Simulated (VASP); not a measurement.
These are MS2 meta-GGA, VASP's PBE PAW potentials (set 64) (plane waves; VASP 6.6.1) values and carry that method's errors.

VASP input:

KPOINTS_OPT:
```
k-points along high-symmetry lines
10
Line-mode
Reciprocal
  0.000000   0.000000   0.000000 ! GAMMA
  0.000000   0.500000   0.000000 ! X

  0.000000   0.500000   0.000000 ! X
  0.500000   0.500000   0.000000 ! M

  0.500000   0.500000   0.000000 ! M
  0.000000   0.000000   0.000000 ! GAMMA

  0.000000   0.000000   0.000000 ! GAMMA
  0.500000   0.500000   0.500000 ! R

  0.500000   0.500000   0.500000 ! R
  0.000000   0.500000   0.000000 ! X

  0.500000   0.500000   0.500000 ! R
  0.500000   0.500000   0.000000 ! M
```

KPOINTS:
```
K-points
0
G
 14 14 14
```

**INCAR**
```
SYSTEM = CoGa
PREC = Accurate; ENCUT = 520; LREAL = .False.
LASPH = .True.
EDIFF = 1E-7; NELM = 100; ALGO = Normal
LMAXMIX = 4; LMIXTAU = .True.
ISMEAR = -5
METAGGA = MS2
ISIF = 2
LWAVE = .False.; LCHARG = .False.; LORBIT = 11
NEDOS = 601
```

**POSCAR**
```
CoGa
1
    2.8337298441     0.0000000000     0.0000000000
    0.0000000000     2.8337298441     0.0000000000
    0.0000000000     0.0000000000     2.8337298441
Ga Co
1 1
Direct
  0.5000000000   0.5000000000   0.5000000000
  0.0000000000   0.0000000000   0.0000000000
```

POTCAR, in this order: Ga_d Co (PBE.64 set). Program: vasp_std.

Task: Estimate the energy per atom (σ→0), band gap (over mesh and band path).

Result: 
| Property | Result |
|---|---|
| energy per atom (σ→0) | -7.399 eV/atom |
| band gap (over mesh and band path) | none (metal, semimetal or under 0.01 eV) |

### OSZICAR
```
...
DAV:  18    -0.147987491508E+02   -0.36777E-05   -0.38422E-07  3322   0.885E-03    0.152E-03
DAV:  19    -0.147987510567E+02   -0.19059E-05   -0.36981E-08  2038   0.284E-03    0.518E-04
DAV:  20    -0.147987518465E+02   -0.78976E-06   -0.49977E-08  1947   0.337E-03    0.291E-04
DAV:  21    -0.147987521953E+02   -0.34886E-06   -0.64354E-09  1912   0.116E-03    0.155E-04
DAV:  22    -0.147987523075E+02   -0.11222E-06   -0.16113E-09  1919   0.493E-04    0.575E-05
DAV:  23    -0.147987523774E+02   -0.69857E-07   -0.52652E-10  1898   0.268E-04
   1 F= -.14798752E+02 E0= -.14798752E+02  d E =0.000000E+00
       N       E                     dE             ncg
```

The compound is CoGa in the CsCl type structure. It was relaxed first. The run is not spin-polarised, so no magnetic state was tried.
